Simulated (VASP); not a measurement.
# CaO (Lime) with PBE + D3(BJ): from relaxation to properties, part 2 of 4

What structure does CaO (Lime) take at this level, and what are its properties? The start is a cell from a database of measured crystal structures.

VASP 6.6.1; PBE with D3(BJ); plane waves and PAW (Ca_sv, O).

So far, gap on the k-mesh (eV): step 2 (full relaxation (PBE + D3(BJ))) 3.63.

## (4) Single point with fields (PBE + D3(BJ))

The relaxed cell gets a fresh self-consistent run, on a basis set for its own volume, to fix the density and to check the remaining stress.

INCAR reads:

```
SYSTEM = CaO
PREC = Accurate
ENCUT = 520
EDIFF = 1E-06
NELM = 100
ISMEAR = 0
SIGMA = 0.05
LREAL = .FALSE.
ALGO = Normal
GGA = PE
IVDW = 12
NBANDS = 14
LORBIT = 11
LWAVE = .FALSE.
LCHARG = .TRUE.
ISIF = 2
LELF = .TRUE.
LVHAR = .TRUE.
```

POSCAR reads:

```
CaO
1.0
    0.0000000000      2.3961214898      2.3961214898
    2.3961214898      0.0000000000      2.3961214898
    2.3961214898      2.3961214898      0.0000000000
Ca O
1 1
Direct
    0.0000000000      0.0000000000      0.0000000000
    0.5000000000      0.5000000000      0.5000000000
```

KPOINTS reads:

```
Automatic mesh
0
Gamma
8 8 8
0 0 0
```

PAW data sets: Ca_sv and O (PBE family, release 64).

Command:

```sh
mpirun -np 2 vasp_std
```

Output:

```text
[banner, memory and clock lines left out]
running    2 mpi-ranks, on    1 nodes
 distrk:  each k-point on    2 cores,    1 groups
 distr:  one band on    1 cores,    2 groups

 POSCAR found type information on POSCAR CaO
 POSCAR found :  2 types and       2 ions
 LDA part: xc-table for (Slater+PW92), standard interpolation
 POSCAR, INCAR and KPOINTS ok, starting setup
 FFT: planning ... GRIDC
 FFT: planning ... GRID_SOFT
 FFT: planning ... GRID
 WAVECAR not read
 entering main loop
       N       E                     dE             d eps       ncg     rms          rms(c)
[... 1 cycle as in an earlier step ...]
DAV:   2    -0.834794960634E+01   -0.13616E+03   -0.12690E+03   998   0.307E+02
[... 3 cycles as in an earlier step ...]
DAV:   6    -0.128552340230E+02    0.16544E+01   -0.57835E+00   860   0.236E+01    0.359E+00
[... 5 cycles as in an earlier step ...]
DAV:  12    -0.127965780866E+02   -0.73771E-06   -0.14107E-05   858   0.335E-02    0.520E-03
DAV:  13    -0.127965776606E+02    0.42592E-06   -0.13784E-06   752   0.114E-02
   1 F= -.13345928E+02 E0= -.13345928E+02  d E =-.123743E-20
```

Run time: 5 s. Hardware: 2 MPI ranks of Intel Xeon Platinum 8488C (Sapphire Rapids), shared host; peak memory 0.28 GiB.

OUTCAR, selected parts (step 4):

```text
The static configuration has the point symmetry O_h .

 Found     29 irreducible k-points:

   NELECT =      16.0000    total number of electrons

 E-fermi :   2.7139

 Edisp (eV)   -0.54935

[... 20 parts as in an earlier step ...]
```

This step gave:

```
SCF cycles : 13
```

Valence electrons inside each PAW sphere by angular momentum. Sphere charges, by row:

| atom | s (e) | p (e) | d (e) | tot (e) |
| --- | --- | --- | --- | --- |
| Ca1 | 2.042 | 5.883 | 0.305 | 8.23 |
| O2 | 1.55 | 3.456 | 0 | 5.006 |

Electrostatic potential energy in the ac plane of the conventional cell at fractional y = 0.000, with atoms of Ca and O within 0.2 Å of it. With pseudopotentials it is smooth inside the atoms' cores, unlike the true potential.

Ten even steps from '_' (-48 eV) to '@' (3 eV), each cell a mean:
```
--==**%%@@##____--@@@@##++--
++**##@@@@@@##**%%@@@@%%**++
##%%@@@@@@@@@@@@@@@@@@@@%%##
@@@@@@@@@@@@%%%%@@@@@@@@@@@@
@@@@@@@@@@##****##%%@@@@@@@@
::**@@@@%%**====++##@@@@%%--
__::@@@@##++--::==**%%@@**__
__--@@@@##++----==**%%@@##__
**%%@@@@%%**++++**##@@@@@@##
@@@@@@@@@@%%####%%@@@@@@@@@@
%%@@@@@@@@@@@@@@@@@@@@@@@@%%
**##%%@@@@@@@@@@@@@@@@@@##**
==++##@@@@%%--::**@@@@%%**==
::==**%%@@**____::@@@@##++--
```
Columns run along a (4.8 Å; values clipped at the 3rd and 97th percentile), rows up along c (4.8 Å), edges of the conventional cell, whose origin can differ from the input's. Atoms in or near the plane, at fractional coordinates: Ca at (0.00, 0.00), Ca at (0.50, 0.50), O at (0.50, 0.00), O at (0.00, 0.50).

ELF in the ac plane of the conventional cell at fractional y = 0.000, with atoms of Ca and O within 0.2 Å of it. It is the smooth field of the valence electrons, not physical close to the nuclei.

Values, 14 rows by 14 columns, each cell a mean:
```
0.60 0.70 0.56 0.17 0.49 0.80 0.71 0.63 0.79 0.70 0.24 0.34 0.69 0.63
0.70 0.66 0.36 0.11 0.41 0.73 0.80 0.80 0.78 0.60 0.19 0.19 0.56 0.69
0.38 0.27 0.09 0.06 0.22 0.41 0.49 0.51 0.46 0.31 0.10 0.06 0.19 0.34
0.25 0.22 0.15 0.07 0.06 0.11 0.17 0.19 0.15 0.08 0.05 0.10 0.19 0.24
0.71 0.66 0.48 0.15 0.09 0.36 0.56 0.59 0.48 0.21 0.08 0.31 0.60 0.70
0.76 0.80 0.66 0.22 0.27 0.66 0.70 0.68 0.70 0.48 0.15 0.46 0.78 0.79
0.51 0.76 0.71 0.25 0.38 0.70 0.60 0.53 0.68 0.59 0.19 0.51 0.80 0.63
0.63 0.79 0.70 0.24 0.34 0.69 0.63 0.60 0.70 0.56 0.17 0.49 0.80 0.71
0.80 0.78 0.60 0.19 0.19 0.56 0.69 0.70 0.66 0.36 0.11 0.41 0.73 0.80
0.51 0.46 0.31 0.10 0.06 0.19 0.34 0.38 0.27 0.09 0.06 0.22 0.41 0.49
0.19 0.15 0.08 0.05 0.10 0.19 0.24 0.25 0.22 0.15 0.07 0.06 0.11 0.17
0.59 0.48 0.21 0.08 0.31 0.60 0.70 0.71 0.66 0.48 0.15 0.09 0.36 0.56
0.68 0.70 0.48 0.15 0.46 0.78 0.79 0.76 0.80 0.66 0.22 0.27 0.66 0.70
0.53 0.68 0.59 0.19 0.51 0.80 0.63 0.51 0.76 0.71 0.25 0.38 0.70 0.60
```
Columns run along a (4.8 Å), rows up along c (4.8 Å), edges of the conventional cell, whose origin can differ from the input's. Atoms in or near the plane, at fractional coordinates: Ca at (0.00, 0.00), Ca at (0.50, 0.50), O at (0.50, 0.00), O at (0.00, 0.50).

Valence density in the ac plane of the conventional cell at fractional y = 0.000, with atoms of Ca and O within 0.2 Å of it. It is the smooth field of the valence electrons, not physical close to the nuclei.

Ten even steps from '0' (0.1 e/Å³) to '9' (7.2 e/Å³), each cell a mean:
```
75100268410036
32000022100013
00000000000000
00000000000000
10000011100001
52000255310014
95100378510028
84100367510026
21000133200002
00000000000000
00000000000000
11000011000001
53100145200025
85100289510037
```
Columns run along a (4.8 Å), rows up along c (4.8 Å), edges of the conventional cell, whose origin can differ from the input's. Atoms in or near the plane, at fractional coordinates: Ca at (0.00, 0.00), Ca at (0.50, 0.50), O at (0.50, 0.00), O at (0.00, 0.50).

In this run the pressure is 0.00 GPa, small enough to go on.

## (5) Band structure (PBE + D3(BJ))

Levels along the symmetry lines show where the bands peak and cross; KPOINTS_OPT computes them in the converged potential.

INCAR reads:

```
SYSTEM = CaO
PREC = Accurate
ENCUT = 520
EDIFF = 1E-06
NELM = 100
ISMEAR = 0
SIGMA = 0.05
LREAL = .FALSE.
ALGO = Normal
GGA = PE
IVDW = 12
NBANDS = 20
LORBIT = 11
LWAVE = .FALSE.
LCHARG = .FALSE.
KPAR = 2
```

POSCAR is that of step 4.

KPOINTS is that of step 4.

KPOINTS_OPT reads:

```
Line mode
16
Line-mode
Reciprocal
  0.00000000   0.00000000   0.00000000 GAMMA
  0.50000000   0.00000000   0.50000000 X

  0.50000000   0.00000000   0.50000000 X
  0.50000000   0.25000000   0.75000000 W

  0.50000000   0.25000000   0.75000000 W
  0.37500000   0.37500000   0.75000000 K

  0.37500000   0.37500000   0.75000000 K
  0.00000000   0.00000000   0.00000000 GAMMA

  0.00000000   0.00000000   0.00000000 GAMMA
  0.50000000   0.50000000   0.50000000 L

  0.50000000   0.50000000   0.50000000 L
  0.62500000   0.25000000   0.62500000 U

  0.62500000   0.25000000   0.62500000 U
  0.50000000   0.25000000   0.75000000 W

  0.50000000   0.25000000   0.75000000 W
  0.50000000   0.50000000   0.50000000 L

  0.50000000   0.50000000   0.50000000 L
  0.37500000   0.37500000   0.75000000 K

  0.62500000   0.25000000   0.62500000 U
  0.50000000   0.00000000   0.50000000 X
```

Command:

```sh
mpirun -np 2 vasp_std
```

Output:

```text
[... set-up lines as in an earlier step ...]
 entering main loop
       N       E                     dE             d eps       ncg     rms          rms(c)
DAV:   1     0.131082395624E+03    0.13108E+03   -0.78774E+03  1160   0.822E+02
DAV:   2    -0.920513199443E+01   -0.14029E+03   -0.12929E+03  1268   0.248E+02
DAV:   3    -0.143951710240E+02   -0.51900E+01   -0.51349E+01  1500   0.474E+01
DAV:   4    -0.145069505986E+02   -0.11178E+00   -0.11174E+00  1412   0.642E+00
DAV:   5    -0.145095565053E+02   -0.26059E-02   -0.26058E-02  1436   0.897E-01    0.857E+00
DAV:   6    -0.128772336721E+02    0.16323E+01   -0.29575E+00  1316   0.165E+01    0.358E+00
DAV:   7    -0.127997814234E+02    0.77452E-01   -0.29221E-01  1312   0.467E+00    0.182E+00
DAV:   8    -0.127983474971E+02    0.14339E-02   -0.89612E-02  1516   0.244E+00    0.532E-01
DAV:   9    -0.127959567565E+02    0.23907E-02   -0.44792E-03  1348   0.480E-01    0.119E-01
DAV:  10    -0.127966046861E+02   -0.64793E-03   -0.62949E-04  1308   0.187E-01    0.561E-02
DAV:  11    -0.127965773665E+02    0.27320E-04   -0.33240E-05  1564   0.654E-02    0.673E-03
DAV:  12    -0.127965776462E+02   -0.27976E-06   -0.74644E-06  1316   0.192E-02
   1 F= -.13345928E+02 E0= -.13345928E+02  d E =-.135390E-28
 Start KPOINTS_OPT (optional k-point list driver)
k-point batch [1-29\160]
       N       E                     dE             ncg
DAV:   1    -0.129774696596E+04   -0.16382E+05     1160
DAV:   2    -0.516970764541E+04   -0.38720E+04     1256
DAV:   3    -0.530569886589E+04   -0.13599E+03     1512
DAV:   4    -0.530837158225E+04   -0.26727E+01     1424
DAV:   5    -0.530841500499E+04   -0.43423E-01     1472
DAV:   6    -0.530841608074E+04   -0.10757E-02     1420
DAV:   7    -0.530841610796E+04   -0.27223E-04     1412
DAV:   8    -0.530841610854E+04   -0.58038E-06      912
[...]
k-point batch [146-160\160]
       N       E                     dE             ncg
DAV:   1     0.816128797536E+04   -0.11372E+05      600
DAV:   2     0.624217797340E+04   -0.19191E+04      660
DAV:   3     0.617496268951E+04   -0.67215E+02      828
DAV:   4     0.617378250602E+04   -0.11802E+01      672
DAV:   5     0.617376160664E+04   -0.20899E-01      816
DAV:   6     0.617376112198E+04   -0.48466E-03      652
DAV:   7     0.617376111005E+04   -0.11935E-04      812
DAV:   8     0.617376110980E+04   -0.25111E-06      452
```

Elapsed: 22 s, on 2 MPI ranks; peak memory 0.34 GiB; 42 s of CPU time.

From OUTCAR (step 5):

```text
   k-points           NKPTS =     29   k-points in BZ     NKDIM =     29   number of bands    NBANDS=     20

   NELECT =      16.0000    total number of electrons

 E-fermi :   2.7807

 k-point     1 :       0.0000    0.0000    0.0000
  band No.  band energies     occupation
    ...
      4     -15.9581      2.00000
      5     -13.1488      2.00000
      6       2.4007      2.00000
      7       2.4007      2.00000
      8       2.4007      2.00000
      9       7.1856      0.00000
     10       8.6468      0.00000
     11       8.6468      0.00000
     12       8.6468      0.00000
     13      10.1677      0.00000
    ...

 Edisp (eV)   -0.54935

  Total      -0.00332    -0.00332    -0.00332     0.00000    -0.00000     0.00000
  in kB      -0.19359    -0.19359    -0.19359     0.00000    -0.00000     0.00000
  external pressure =       -0.19 kB  Pullay stress =        0.00 kB

  FREE ENERGIE OF THE ION-ELECTRON SYSTEM (eV)
  ---------------------------------------------------
  free  energy   TOTEN  =       -13.3459280964 eV

  energy  without entropy=      -13.3459280964  energy(sigma->0) =      -13.34592810

[... 9 parts as in an earlier step ...]

[... 8 further parts left out ...]
```

This step gave:

```
SCF cycles                        : 12
bands                             : 20
Fermi energy                      : 2.781 eV
pressure                          : -0.01936 GPa
least gap on mesh and path        : 3.632 eV
least direct gap on mesh and path : 4.004 eV
conduction bottom at k            : 0.5, 0, 0.5
```

The electronic bands at the labelled points (eV, zero at the valence-band top; v1 is the highest filled band, c1 the lowest empty one):

| point | v3 | v2 | v1 | c1 | c2 | c3 | c4 |
| --- | --- | --- | --- | --- | --- | --- | --- |
| Γ | 0.00 | 0.00 | 0.00 | 4.78 | 6.25 | 6.25 | 6.25 |
| 0.53 of the way | -1.73 | -0.32 | -0.32 | 4.58 | 6.83 | 8.28 | 8.28 |
| X | -1.30 | -0.37 | -0.37 | 3.63 | 8.11 | 8.94 | 9.59 |
| 0.47 of the way | -1.26 | -0.81 | -0.63 | 4.38 | 8.32 | 8.48 | 9.41 |
| W | -1.30 | -1.06 | -1.06 | 6.34 | 6.34 | 8.45 | 9.60 |
| 0.47 of the way | -1.33 | -1.17 | -0.89 | 5.52 | 7.32 | 8.51 | 9.45 |
| K | -1.35 | -1.21 | -0.79 | 5.15 | 8.04 | 8.63 | 9.10 |
| 0.47 of the way | -1.92 | -1.01 | -0.62 | 6.18 | 7.22 | 7.36 | 8.19 |
| Γ | 0.00 | 0.00 | 0.00 | 4.78 | 6.25 | 6.25 | 6.25 |
| 0.53 of the way | -1.67 | -0.73 | -0.73 | 6.33 | 7.12 | 7.33 | 7.33 |
| L | -2.66 | -1.22 | -1.22 | 7.09 | 8.40 | 8.40 | 8.57 |
| 0.47 of the way | -2.25 | -1.17 | -1.10 | 6.68 | 7.38 | 8.57 | 9.15 |
| U | -1.35 | -1.21 | -0.79 | 5.15 | 8.04 | 8.63 | 9.10 |
| 0.47 of the way | -1.33 | -1.18 | -0.87 | 5.44 | 7.45 | 8.53 | 9.40 |
| W | -1.30 | -1.06 | -1.06 | 6.34 | 6.34 | 8.45 | 9.60 |
| 0.47 of the way | -2.00 | -1.13 | -1.06 | 6.74 | 6.79 | 8.87 | 8.95 |
| L | -2.66 | -1.22 | -1.22 | 7.09 | 8.40 | 8.40 | 8.57 |
| 0.47 of the way | -2.25 | -1.17 | -1.10 | 6.68 | 7.38 | 8.57 | 9.15 |
| K | -1.35 | -1.21 | -0.79 | 5.15 | 8.04 | 8.63 | 9.10 |
| jump to U | -1.35 | -1.21 | -0.79 | 5.15 | 8.04 | 8.63 | 9.10 |
| 0.53 of the way | -1.28 | -0.66 | -0.49 | 4.02 | 8.28 | 9.05 | 9.17 |
| X | -1.30 | -0.37 | -0.37 | 3.63 | 8.11 | 8.94 | 9.59 |

Of the projections kept (Ca, O), the largest for each band there; the rest of the weight can lie on other orbitals:

| point | v3 | v2 | v1 | c1 | c2 | c3 | c4 |
| --- | --- | --- | --- | --- | --- | --- | --- |
| Γ | O 0.98 | O 0.98 | O 0.98 | Ca 0.57 | Ca 1.00 | Ca 1.00 | Ca 1.00 |
| X | O 0.86 | O 0.95 | O 0.95 | Ca 1.00 | Ca 0.88 | Ca 1.00 | Ca 1.00 |
| W | O 0.88 | O 0.87 | O 0.87 | Ca 0.82 | Ca 0.82 | Ca 0.92 | Ca 1.00 |
| K | O 0.86 | O 0.86 | O 0.89 | Ca 0.85 | Ca 0.81 | Ca 0.89 | Ca 1.00 |
| Γ | O 0.98 | O 0.98 | O 0.98 | Ca 0.57 | Ca 1.00 | Ca 1.00 | Ca 1.00 |
| L | O 0.81 | O 0.84 | O 0.84 | Ca 0.66 | Ca 0.93 | Ca 0.93 | Ca 0.75 |

The electronic bands as a text plot (rows in eV, shown from -2.7 to 7.8 only):

```
    7.5 |   +  +    +    ++  ++   +        +++  +      +  +++
    7.1 |     +        +   +++++      +  +++     +   ++++++
    6.7 | ++ +       ++    ++ +++   ++ ++   +       ++     +
    6.2 |+  +         +   +  ++++++++++      +    ++
    5.8 | ++         +   +                       +          +
    5.4 | +            ++       +   +         + +            +
    4.9 |+  +       +            +++           +
    4.5 |    ++                                               +
    4.1 |      +   +                                           +
    3.6 |       +++                                             +
    3.2 |
    2.8 |
    2.3 |
    1.9 |
    1.5 |
    1.0 |
    0.6 |
    0.2 |*                       **
   -0.3 |**********           **** ***                         **
   -0.7 | **       **  ***  *****   * *       ***            ***
   -1.1 |        ************* *     * **************************
   -1.6 |   *****        *    *       *       *    **       **
   -2.0 |                 ****         *     *       *     *
   -2.4 |                               *****         *****
         Γ       X    W  K        Γ      L     U  W     L   K|U X
```

The path finds the gap of the mesh within 0.02 eV, so the mesh comes close to both band edges.

## (6) Density of states (PBE + D3(BJ))

A density of states needs more k-points than a total energy; ISMEAR = -5 takes tetrahedra, and LORBIT projects the states on the PAW spheres. The mesh is finer than in the run before.

Edit INCAR of step 5 so:

```diff
@@ -5,3 +5,3 @@
 NELM = 100
-ISMEAR = 0
+ISMEAR = -5
 SIGMA = 0.05
@@ -16 +16,2 @@
 KPAR = 2
+NEDOS = 2001
```

POSCAR is that of step 5.

KPOINTS reads:

```
Automatic mesh
0
Gamma
12 12 12
0 0 0
```

Command:

```sh
mpirun -np 2 vasp_std
```

Output:

```text
[... set-up lines as in an earlier step ...]
 entering main loop
       N       E                     dE             d eps       ncg     rms          rms(c)
DAV:   1     0.125254061062E+03    0.12525E+03   -0.78098E+03  2880   0.820E+02
DAV:   2    -0.966208924563E+01   -0.13492E+03   -0.12475E+03  3168   0.244E+02
DAV:   3    -0.144118588534E+02   -0.47498E+01   -0.47039E+01  3752   0.459E+01
DAV:   4    -0.145076967980E+02   -0.95838E-01   -0.95795E-01  3464   0.596E+00
DAV:   5    -0.145095456618E+02   -0.18489E-02   -0.18487E-02  3616   0.749E-01    0.857E+00
DAV:   6    -0.128770023887E+02    0.16325E+01   -0.29519E+00  3172   0.166E+01    0.358E+00
DAV:   7    -0.127997328653E+02    0.77270E-01   -0.29500E-01  3324   0.473E+00    0.182E+00
DAV:   8    -0.127982670733E+02    0.14658E-02   -0.89623E-02  3696   0.244E+00    0.528E-01
DAV:   9    -0.127959134838E+02    0.23536E-02   -0.44899E-03  3324   0.479E-01    0.119E-01
DAV:  10    -0.127965701612E+02   -0.65668E-03   -0.63159E-04  3240   0.188E-01    0.573E-02
DAV:  11    -0.127965414428E+02    0.28718E-04   -0.33346E-05  3916   0.662E-02    0.671E-03
DAV:  12    -0.127965417484E+02   -0.30563E-06   -0.77383E-06  3288   0.195E-02
   1 F= -.13345892E+02 E0= -.13345892E+02  d E =0.000000E+00
```

Elapsed: 12 s, on 2 MPI ranks; peak memory 0.36 GiB; 24 s of CPU time.

OUTCAR, selected parts (step 6):

```text
   k-points           NKPTS =     72   k-points in BZ     NKDIM =     72   number of bands    NBANDS=     20

   NELECT =      16.0000    total number of electrons

 E-fermi :   2.4296

 k-point     2 :       0.0833    0.0000    0.0000
  band No.  band energies     occupation
    ...
      4     -15.9618      2.00000
      5     -13.0391      2.00000
      6       2.1411      2.00000
      7       2.3007      2.00000
      8       2.3007      2.00000
      9       7.5125      0.00000
     10       8.6209      0.00000
     11       8.7676      0.00000
     12       8.7676      0.00000
     13      10.3390      0.00000
    ...

 Edisp (eV)   -0.54935

  Total      -0.00328    -0.00328    -0.00328    -0.00000    -0.00000     0.00000
  in kB      -0.19123    -0.19123    -0.19123    -0.00000    -0.00000     0.00000
  external pressure =       -0.19 kB  Pullay stress =        0.00 kB

 POSITION                                       TOTAL-FORCE (eV/Angst)
 -----------------------------------------------------------------------------------
      0.00000      0.00000      0.00000         0.000000     -0.000000      0.000000
      2.39612      2.39612      2.39612        -0.000000      0.000000     -0.000000
 -----------------------------------------------------------------------------------
    total drift:                                0.000000      0.000000      0.000000

  FREE ENERGIE OF THE ION-ELECTRON SYSTEM (eV)
  ---------------------------------------------------
  free  energy   TOTEN  =       -13.3458921985 eV

  energy  without entropy=      -13.3458921985  energy(sigma->0) =      -13.34589220

[... 9 parts as in an earlier step ...]

[... 7 further parts left out ...]
```

Numbers from this step:

```yaml
irreducible_k_points: 72
fermi_energy: 2.430 eV
pressure: -0.01912 GPa
conduction_bottom_at_k: 0.5, 0.5, 0
gap_on_the_k_mesh: 3.632 eV
least_direct_gap_on_the_k_mesh: 4.004 eV
```

The density of states has structure finer than the step of the table below, so its rows give means over 1 eV, whole bins alone (the curve runs from -12.0 to 11.5 eV). Peaks (eV: height): total -1.8: 2.49, -1.1: 7.91, 8.7: 5.14, 10.2: 2.23; O p -1.8: 1.28, -1.1: 4.57; Ca d -1.1: 0.540, 8.7: 3.77, 10.2: 1.70; Ca p -1.4: 0.0837, -1.1: 0.198, 7.6: 0.0571, 9.0: 0.0561; Ca s -2.0: 0.0817, 7.4: 0.064, 8.6: 0.0241.

States under -12.0 eV and over 11.5 eV are left out. Table of density of states by energy, zero at the valence-band top; means over each step; values in states/eV/cell:

| energy (eV) | total | O p | Ca d | Ca p | Ca s | O s |
| --- | --- | --- | --- | --- | --- | --- |
| -4 | 0 | 0 | 0 | 0 | 0 | 0 |
| -3 | 0.0336 | 0.0152 | 0.00159 | 1.5e-4 | 0.00172 | 2.9e-5 |
| -2 | 1.52 | 0.765 | 0.0628 | 0.0295 | 0.0515 | 0.00321 |
| -1 | 3.90 | 2.32 | 0.210 | 0.0990 | 0.0103 | 0.00206 |
| 0 | 0.557 | 0.366 | 0.0133 | 0.0112 | 3.5e-4 | 1.5e-4 |
| 1 | 0 | 0 | 0 | 0 | 0 | 0 |
| 2 | 0 | 0 | 0 | 0 | 0 | 0 |
| 3 | 0 | 0 | 0 | 0 | 0 | 0 |
| 4 | 0.162 | 0.00508 | 0.0792 | 1.0e-4 | 0 | 1.8e-5 |
| 5 | 0.529 | 0.0303 | 0.253 | 0.00174 | 0.00467 | 0.00370 |
| 6 | 1.16 | 0.0988 | 0.550 | 0.00982 | 0.0180 | 0.0147 |
| 7 | 1.67 | 0.173 | 0.786 | 0.0273 | 0.0409 | 0.0373 |
| 8 | 2.25 | 0.132 | 1.42 | 0.0283 | 0.0272 | 0.0453 |
| 9 | 3.12 | 0.123 | 2.34 | 0.0323 | 0.0102 | 0.0512 |
| 10 | 1.70 | 0.184 | 1.30 | 0.0141 | 0.00628 | 0.00278 |
| 11 | 0.622 | 0.0931 | 0.307 | 0.0297 | 0.0136 | 0.00258 |

The gap on this mesh is 3.63 eV. In the top eV of the valence band the largest shares in the PAW spheres are O p 62 %; in the lowest eV of the conduction band, Ca d 49 %. The rest lies in smaller channels or between the spheres.

(Part 2 of 4 ends here.)

[Lines on the potential files, build, host, timing and source positions are cut from VASP's logs without a mark.]

[Logs are printed without paths, hosts, clocks, repeated set-up lines and the standing remarks that a program may print on its own settings, such as how far it seeks lower states.]

[Hosts, paths, dates, database ids (printed as entryN), source tags and the programs' standing remarks are cut or masked in the printed files.]

[A measured line is paired with the nearest computed mode of its activity, which favours agreement.]
